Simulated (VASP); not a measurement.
Level of theory: LDA (Ceperley-Alder, Perdew-Zunger), VASP's LDA PAW potentials (set 64) (plane waves; VASP 6.6.1).

A VASP calculation is set up with these files.

### INCAR
```
LMAXMIX = 4
EDIFFG = -0.02   # ionic stop
SIGMA = 0.05   # width (eV)
ALGO = Normal   # blocked Davidson
PREC = Accurate
LCHARG = .False.
LREAL = .False.   # projection in real space or not
LWAVE = .False.
ISMEAR = 0   # Gaussian
NSW = 60
NELM = 100   # most electronic steps
IBRION = 2
LASPH = .True.
ISIF = 3   # ions, shape and volume
EDIFF = 1E-6
SYSTEM = TiO2
ENCUT = 520   # plane-wave cut-off (eV)
```

File POSCAR:
```
TiO2
1
    4.5535610722     0.0000000000     0.0000000000
   -0.0000000000     4.5535610722     0.0000000000
    0.0000000000     0.0000000000     2.9236567589
Ti O
2 4
Direct
  0.0000000000   0.0000000000   1.0000000000
  0.5000000000   0.5000000000   0.5000000000
  0.3039999614   0.3039999614   0.0000000000
  0.8039999614   0.1960000386   0.5000000000
  0.1960000386   0.8039999614   0.5000000000
  0.6960000386   0.6960000386   1.0000000000
```

KPOINTS:
```
Automatic
0
gamma
5 5 7
0 0 0
```

POTCAR, in this order: Ti_sv O (LDA.64 set). Program: vasp_std.

Output of the run:

### OUTCAR
```
 ion  position               nearest neighbor table
   1  0.000  0.000  0.000-   4 1.93   5 1.93   4 1.93   5 1.93   3 1.96   6 1.96
   2  0.500  0.500  0.500-   3 1.93   6 1.93   3 1.93   6 1.93   5 1.96   4 1.96
   3  0.304  0.304  0.000-   2 1.93   2 1.93   1 1.96
   4  0.804  0.196  0.500-   1 1.93   1 1.93   2 1.96
   5  0.196  0.804  0.500-   1 1.93   1 1.93   2 1.96
   6  0.696  0.696  0.000-   2 1.93   2 1.93   1 1.96
  LATTYP: Found a simple tetragonal cell.
 ALAT       =     4.5535610722
 C/A-ratio  =     0.6420594152
 Subroutine PRICEL returns:
 Original cell was already a primitive cell.
 Subroutine GETGRP returns: Found 16 space group operations
The static configuration has the point symmetry D_2h.
 The point group associated with its full space group is D_4h.
The dynamic configuration has the point symmetry D_2h.
 Subroutine INISYM returns: Found 16 space group operations
 Subroutine IBZKPT returns following result:
 Found     24 irreducible k-points:

 Following reciprocal coordinates:
            Coordinates               Weight
  0.000000  0.000000  0.000000      1.000000
  0.200000  0.000000  0.000000      4.000000
  0.400000  0.000000  0.000000      4.000000
...
```

OSZICAR:
```
       N       E                     dE             d eps       ncg     rms          rms(c)
DAV:   1     0.676488146496E+03    0.67649E+03   -0.25255E+04  1344   0.203E+03
DAV:   2     0.459298888684E+02   -0.63056E+03   -0.60843E+03  1440   0.584E+02
DAV:   3    -0.703443764301E+02   -0.11627E+03   -0.11183E+03  2076   0.218E+02
DAV:   4    -0.753912697636E+02   -0.50469E+01   -0.50416E+01  1808   0.483E+01
DAV:   5    -0.755737177979E+02   -0.18245E+00   -0.18241E+00  1876   0.798E+00    0.329E+01
DAV:   6    -0.594472918339E+02    0.16126E+02   -0.11494E+02  1612   0.104E+02    0.123E+01
DAV:   7    -0.589598211485E+02    0.48747E+00   -0.16714E+01  1672   0.330E+01    0.821E+00
DAV:   8    -0.589808394534E+02   -0.21018E-01   -0.43305E+00  1688   0.194E+01    0.430E+00
DAV:   9    -0.587745059042E+02    0.20633E+00   -0.20086E+00  1708   0.128E+01    0.124E+00
DAV:  10    -0.587788514451E+02   -0.43455E-02   -0.12924E-01  1636   0.275E+00    0.203E-01
DAV:  11    -0.587786647668E+02    0.18668E-03   -0.70117E-03  1688   0.596E-01    0.661E-02
DAV:  12    -0.587787339734E+02   -0.69207E-04   -0.72344E-04  1972   0.230E-01    0.731E-02
DAV:  13    -0.587786880801E+02    0.45893E-04   -0.30113E-04  1812   0.145E-01    0.895E-03
DAV:  14    -0.587786885922E+02   -0.51212E-06   -0.13930E-05  1724   0.304E-02    0.711E-03
DAV:  15    -0.587786883679E+02    0.22435E-06   -0.27116E-06  1252   0.112E-02
   1 F= -.58778688E+02 E0= -.58778688E+02  d E =-.587787E+02
```

File OUTCAR:
```
------------------------ aborting loop because EDIFF is reached ----------------------------------------
  FORCE on cell =-STRESS in cart. coord.  units (eV):
  Direction    XX          YY          ZZ          XY          YZ          ZX
  --------------------------------------------------------------------------------------
  Total        0.0352657      0.0352657     -0.0115899      0.0000000      0.0000000      0.0000000
  in kB        0.9320392      0.9320392     -0.3063100      0.0000000      0.0000000      0.0000000
  external PRESSURE =       0.5192562 kB  Pullay stress =       0.0000000 kB
  volume of cell :       60.62
      direct lattice vectors                 reciprocal lattice vectors
     4.553561072  0.000000000  0.000000000     0.219608343  0.000000000  0.000000000
     0.000000000  4.553561072  0.000000000     0.000000000  0.219608343  0.000000000
     0.000000000  0.000000000  2.923656759     0.000000000  0.000000000  0.342037415
 POSITION                                       TOTAL-FORCE (eV/Angst)
 -----------------------------------------------------------------------------------
      0.00000      0.00000      0.00000         0.000000      0.000000      0.000000
      2.27678      2.27678      1.46183         0.000000      0.000000      0.000000
      1.38428      1.38428      0.00000        -0.012404     -0.012404     -0.000000
      3.66106      0.89250      1.46183        -0.012404      0.012404      0.000000
      0.89250      3.66106      1.46183         0.012404     -0.012404     -0.000000
      3.16928      3.16928      0.00000         0.012404      0.012404      0.000000
 -----------------------------------------------------------------------------------
    total drift:                                0.000000      0.000000      0.000000
  FREE ENERGIE OF THE ION-ELECTRON SYSTEM (eV)
  ---------------------------------------------------
  free  energy   TOTEN  =       -58.7786883679 eV

  energy  without entropy=      -58.7786883679  energy(sigma->0) =      -58.77868837

 reached required accuracy - stopping structural energy minimisation
```
(Selected blocks of OUTCAR.)

The compound is TiO2 in the rutile structure. It was relaxed first. The start is the result of an earlier pass.
